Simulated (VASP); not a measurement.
Data:

```xyz
2
Lattice="2.8585 0.0000 0.0000 -1.4292 2.4755 0.0000 0.0000 0.0000 2.7897" Properties=species:S:1:pos:R:3 pbc="T T T"
Ta     0.0000     0.0000     0.0000
N      1.4292     0.8252     1.3949
```

All values below come from r2SCAN meta-GGA, VASP's PBE PAW potentials (set 64) (plane waves; VASP). Settings: 520 eV cut-off, 10×10×9 Γ-centred mesh, Gaussian smearing of 0.050 eV, potentials Ta_pv N.

Energy and stress use the plane-wave basis of the starting cell.

Q: The ions, cell shape and volume are relaxed. Give the cell that the relaxation ends in.

A: 
```xyz
2
Lattice="2.9401 0.0000 0.0000 -1.4700 2.5462 0.0000 0.0000 0.0000 2.8884" Properties=species:S:1:pos:R:3 pbc="T T T"
Ta    -1.4700     2.5462     0.0000
N      1.4701     0.8487     1.4442
```
Space group P-6m2 (187), at a tolerance of 0.03 Å.

Q: How do energy and volume change from the first to the last step?

A: The energy (σ→0) changes by -110.5 meV/atom and the volume by +9.5 %, in 8 ionic steps.

```
step  E(σ→0) (eV)  max force (eV/Å)  pressure (GPa)  volume (Å³)
----  -----------  ----------------  --------------  -----------
1        -60.1723             0.000           40.40        19.74
2        -59.0927             0.000          -54.26        27.73
3        -60.3909             0.000           -3.39        21.82
4        -60.3932             0.000           -0.36        21.64
5        -60.3932             0.000            0.30        21.60
6        -60.3932             0.000            0.25        21.60
7        -60.3932             0.000            0.27        21.60
8        -60.3932             0.000           -0.10        21.62
```

The structure was generated: TaN was put into the WC type (P-6m2), which need not be its known phase. This run relaxes it. Symmetry was kept, so distortions that lower it aren't found.
